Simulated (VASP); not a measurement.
VASP runs on Fe (bcc) share one base input (PBE GGA, plane waves, VASP's PBE PAW potentials (set 64)) and change the settings named in each case.

### POSCAR
```
Fe
1
   -1.4350000000     1.4350000000     1.4350000000
    1.4350000000    -1.4350000000     1.4350000000
    1.4350000000     1.4350000000    -1.4350000000
Fe
1
Direct
  0.0000000000   0.0000000000   0.0000000000
```

**INCAR**
```
SYSTEM = Fe
PREC = Accurate; ENCUT = 400; LREAL = .FALSE.
LASPH = .TRUE.
EDIFF = 1E-6; NELM = 100; ALGO = Normal
LMAXMIX = 4
ISMEAR = 1; SIGMA = 0.1
GGA = PE
ISPIN = 2; MAGMOM = 2.5
ISIF = 2
LWAVE = .FALSE.; LCHARG = .FALSE.; LORBIT = 10
```

**KPOINTS**
```
Regular mesh
0
G
  16 16 16
```

POTCAR, in this order: Fe (PBE.64 set). Program: vasp_std.

```tsv
change	electronic steps
base run	15
ALGO = Fast	15
ALGO = VeryFast	22
ALGO = All	18
ALGO = Damped	25
ALGO = Conjugate	18
```

Left out are runs that ran out of time, are held back, or changed the cell or the kind of run, fixed moments of cells without a moment, rows past the twelfth, gaps on odd meshes, pressures of charged cells and columns that move by less than the noise.

The compound is Fe in the bcc structure. The cell was not relaxed at this level. The spin order is the one that the start imposed; others were not tried in this run.
